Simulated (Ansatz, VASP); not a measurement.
# ZnS in two plane-wave programs, part 3 of 3

Aim: how closely do two programs agree when they are given the same cell, functional and k mesh? The cell is taken from a series of runs on this material, whose earlier steps may have relaxed, scaled, displaced or heated it; both programs get it as it stands.

VASP 6.6.1 and Ansatz 0.2.0.

So far. Step 8 (VASP: single point, r2SCAN, pair 3): The run ends at a pressure of 1.23 GPa.

### Step 9. Ansatz: single point, r2SCAN, pair 3

Level of this step: Ansatz beside VASP: Kohn-Sham DFT, plane waves, r2SCAN (Ansatz).

The same cell, functional, mesh and smearing now go to Ansatz, which takes its cutoff from its data sets.

The cell is taken from a series of runs on this material, whose earlier steps may have relaxed, scaled, displaced or heated it; both programs get it as it stands.

input.yaml

```yaml
crystal:
  lattice:
    - [0.0, 2.6772965129, 2.6772965129]
    - [2.6772965129, 0.0, 2.6772965129]
    - [2.6772965129, 2.6772965129, 0.0]
  atoms:
    - { symbol: Zn, position: [0.75, 0.75, 0.75] }
    - { symbol: S, position: [0.0, 0.0, 0.0] }
kpoints:
  mp_grid: { grid: [6, 6, 6] }
hamiltonian:
  xc: r2scan
  pseudopotentials: { kind: paw, azcp: { folder: soft_1 } }
scf:
  occupations: { method: gaussian, width: 0.01 }
  n_extra_bands: 8
output:
  eigenvalues: true
  eigenstates:
    kpoints:
      - [0.0, 0.0, 0.0]
      - [0.0, 0.00340884, 0.00340884]
      - [0.00340884, 0.0, 0.00340884]
      - [0.00340884, 0.00340884, 0.0]
      - [0.002410414, 0.002410414, 0.004820827]
      - [-0.002410414, 0.002410414, 0.0]
      - [0.002410414, 0.004820827, 0.002410414]
      - [-0.002410414, 0.0, 0.002410414]
      - [0.004820827, 0.002410414, 0.002410414]
      - [0.0, -0.002410414, 0.002410414]
      - [0.003936189, 0.003936189, 0.003936189]
      - [0.0, 0.0, 0.003936189]
      - [0.0, 0.003936189, 0.0]
      - [0.003936189, 0.0, 0.0]
      - [0.0, -0.00340884, -0.00340884]
      - [-0.00340884, 0.0, -0.00340884]
      - [-0.00340884, -0.00340884, 0.0]
      - [-0.002410414, -0.002410414, -0.004820827]
      - [0.002410414, -0.002410414, 0.0]
      - [-0.002410414, -0.004820827, -0.002410414]
      - [0.002410414, 0.0, -0.002410414]
      - [-0.004820827, -0.002410414, -0.002410414]
      - [0.0, 0.002410414, -0.002410414]
      - [-0.003936189, -0.003936189, -0.003936189]
      - [0.0, 0.0, -0.003936189]
      - [0.0, -0.003936189, 0.0]
      - [-0.003936189, 0.0, 0.0]
      - [0.0, 0.012783149, 0.012783149]
      - [0.012783149, 0.0, 0.012783149]
      - [0.012783149, 0.012783149, 0.0]
      - [0.009039052, 0.009039052, 0.018078103]
      - [-0.009039052, 0.009039052, 0.0]
      - [0.009039052, 0.018078103, 0.009039052]
      - [-0.009039052, 0.0, 0.009039052]
      - [0.018078103, 0.009039052, 0.009039052]
      - [0.0, -0.009039052, 0.009039052]
      - [0.014760709, 0.014760709, 0.014760709]
      - [0.0, 0.0, 0.014760709]
      - [0.0, 0.014760709, 0.0]
      - [0.014760709, 0.0, 0.0]
      - [0.0, -0.012783149, -0.012783149]
      - [-0.012783149, 0.0, -0.012783149]
      - [-0.012783149, -0.012783149, 0.0]
      - [-0.009039052, -0.009039052, -0.018078103]
      - [0.009039052, -0.009039052, 0.0]
      - [-0.009039052, -0.018078103, -0.009039052]
      - [0.009039052, 0.0, -0.009039052]
      - [-0.018078103, -0.009039052, -0.009039052]
      - [0.0, 0.009039052, -0.009039052]
      - [-0.014760709, -0.014760709, -0.014760709]
      - [0.0, 0.0, -0.014760709]
      - [0.0, -0.014760709, 0.0]
      - [-0.014760709, 0.0, 0.0]
      - [0.0, 0.0, 0.0]
      - [0.0, 0.00340884, 0.00340884]
      - [0.00340884, 0.0, 0.00340884]
      - [0.00340884, 0.00340884, 0.0]
      - [0.002410414, 0.002410414, 0.004820827]
      - [-0.002410414, 0.002410414, 0.0]
      - [0.002410414, 0.004820827, 0.002410414]
      - [-0.002410414, 0.0, 0.002410414]
      - [0.004820827, 0.002410414, 0.002410414]
      - [0.0, -0.002410414, 0.002410414]
      - [0.003936189, 0.003936189, 0.003936189]
      - [0.0, 0.0, 0.003936189]
      - [0.0, 0.003936189, 0.0]
      - [0.003936189, 0.0, 0.0]
      - [0.0, -0.00340884, -0.00340884]
      - [-0.00340884, 0.0, -0.00340884]
      - [-0.00340884, -0.00340884, 0.0]
      - [-0.002410414, -0.002410414, -0.004820827]
      - [0.002410414, -0.002410414, 0.0]
      - [-0.002410414, -0.004820827, -0.002410414]
      - [0.002410414, 0.0, -0.002410414]
      - [-0.004820827, -0.002410414, -0.002410414]
      - [0.0, 0.002410414, -0.002410414]
      - [-0.003936189, -0.003936189, -0.003936189]
      - [0.0, 0.0, -0.003936189]
      - [0.0, -0.003936189, 0.0]
      - [-0.003936189, 0.0, 0.0]
      - [0.0, 0.012783149, 0.012783149]
      - [0.012783149, 0.0, 0.012783149]
      - [0.012783149, 0.012783149, 0.0]
      - [0.009039052, 0.009039052, 0.018078103]
      - [-0.009039052, 0.009039052, 0.0]
      - [0.009039052, 0.018078103, 0.009039052]
      - [-0.009039052, 0.0, 0.009039052]
      - [0.018078103, 0.009039052, 0.009039052]
      - [0.0, -0.009039052, 0.009039052]
      - [0.014760709, 0.014760709, 0.014760709]
      - [0.0, 0.0, 0.014760709]
      - [0.0, 0.014760709, 0.0]
      - [0.014760709, 0.0, 0.0]
      - [0.0, -0.012783149, -0.012783149]
      - [-0.012783149, 0.0, -0.012783149]
      - [-0.012783149, -0.012783149, 0.0]
      - [-0.009039052, -0.009039052, -0.018078103]
      - [0.009039052, -0.009039052, 0.0]
      - [-0.009039052, -0.018078103, -0.009039052]
      - [0.009039052, 0.0, -0.009039052]
      - [-0.018078103, -0.009039052, -0.009039052]
      - [0.0, 0.009039052, -0.009039052]
      - [-0.014760709, -0.014760709, -0.014760709]
      - [0.0, 0.0, -0.014760709]
      - [0.0, -0.014760709, 0.0]
      - [-0.014760709, 0.0, 0.0]
checkpoint:
  read: start.run
  write: ck
  compress: false
  write_wavefunctions: false
  write_every: 100000
```

Command:

```sh
> ansatz run input.yaml --threads 4 --pin off --max-ram 9216MiB --backend cpu --events-out ev --progress --plain --runs-dir out
```

Numbers of over 12 decimals in the logs are rounded to 6 here.

The program printed:

```text
[...]
Crystal: 2 atoms, lattice volume = 38.381 Å³
Basis set: ecut = 500 eV, 941 PW (Γ), exchange–correlation on 120×120×120 points (64 copies of the dense FFT grid, shifted against one another)
Bands: 17, of which v1, the nominal top of the filled ones, is band 9 counted from 1 (8 counted from 0)
Symmetry: 24 space group operations
[...]
k-points: 16 of 216 (time reversal used)
[...]
--- Band table (eV; the first three rows and the last of 16) ---
  k-point 0: bands = [... 5 lower, -0.1864, 5.8579, 5.8579, 5.8579, 8.6465, 12.6976, 12.6976, 12.6976, ... 4 higher]
  k-point 1: bands = [... 5 lower, -0.1883, 4.1566, 5.5940, 5.5940, 9.7169, 12.7206, 13.1236, 13.1236, ... 4 higher]
  k-point 2: bands = [... 5 lower, -0.1735, 1.8103, 5.1337, 5.1337, 9.8643, 13.3447, 13.3447, 14.3320, ... 4 higher]
  k-point 15: bands = [... 5 lower, 0.1936, 1.0922, 3.0404, 3.0790, 11.0170, 11.7231, 15.4823, 15.5293, ... 4 higher]
[key lines of the parts left out:]
SCF converged after 2 iterations
Free energy (F): -4233.445709 eV
Fermi energy:    7.252221 eV
```

### Step 10. Differences

Both answers:

```csv
quantity,Ansatz,VASP,difference
gap on the k mesh (eV),2.789,2.803,-0.015
```

A gap on the mesh is an upper bound, since the band edges may lie between its points.

### Step 11. Outcome

```json
{
  "difference in gap on the k mesh (single point, r2SCAN, pair 1)": "-0.024 eV",
  "difference in gap on the k mesh (single point, r2SCAN, pair 2)": "-0.029 eV",
  "difference in gap on the k mesh (single point, r2SCAN, pair 3)": "-0.015 eV"
}
```

What this shows: The difference in gap on the k mesh is -0.029 eV (single point, r2SCAN, pair 2), within the 0.08 eV picked in this series as the mark of a large difference. 5 further runs of this series are not shown here. How closely two codes agree says nothing of how well the functional describes the real material.

[Lines on the potential files, build, host, timing and source positions are cut from VASP's logs without a mark.]

[Logs are printed without paths, hosts, clocks, repeated set-up lines and the standing remarks that a program may print on its own settings, such as how far it seeks lower states.]

[Hosts, paths, dates, database ids (printed as entryN), source tags and the programs' standing remarks are cut or masked in the printed files.]
